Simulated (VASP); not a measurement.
Crystal: SiB.

```xyz
2
Lattice="3.2713 0.0000 0.0000 0.0000 3.2713 0.0000 0.0000 0.0000 2.0809" Properties=species:S:1:pos:R:3 pbc="T T T"
Si    1.6357    1.6357    1.0404
B     0.0000    0.0000    1.0404
```

The cell was built by a generator and needn't be a form met in nature.

| Property | Result |
| --- | --- |
| Program | VASP 6.6.1 |
| Task | relaxation of cell and atoms |
| Functional | PBE |
| Potentials or basis | VASP PAW PBE potentials, release 64 (Si, B) |
| Cutoff | 520 eV |
| k mesh | 6 × 6 × 10 |
| Occupations | gaussian, width 0.15 eV |
| Spin | no spin polarisation |

At the start: pressure 5.9 GPa; volume 11.13 Å³/atom.

Q: How do energy, volume and symmetry change on relaxing?

A: Over 6 steps the energy falls by 327.0 meV/atom and the volume is 10.95 Å³/atom (-1.7 %); space group P4/mmm (No. 123, to 0.05 Å).

Step by step:
| step | energy change (eV) | largest force (eV/Å) | pressure (GPa) | volume (Å³) |
| --- | --- | --- | --- | --- |
| 1 | 0.0000 | 0.0000 | 5.88 | 22.27 |
| 2 | -0.6176 | 0.0000 | -8.22 | 23.28 |
| 3 | -0.6171 | 0.0000 | -8.26 | 23.26 |
| 4 | -0.6294 | 0.0000 | 5.09 | 21.40 |
| 5 | -0.6493 | 0.0000 | -1.34 | 22.19 |
| 6 | -0.6541 | 0.0000 | 0.09 | 21.90 |

Final structure:
```xyz
2
Lattice="3.0441 0.0000 0.0000 0.0000 3.0441 0.0000 0.0000 0.0000 2.3631" Properties=species:S:1:pos:R:3 pbc="T T T"
Si    1.5220    1.5220    1.1816
B     3.0441    3.0441    1.1816
```
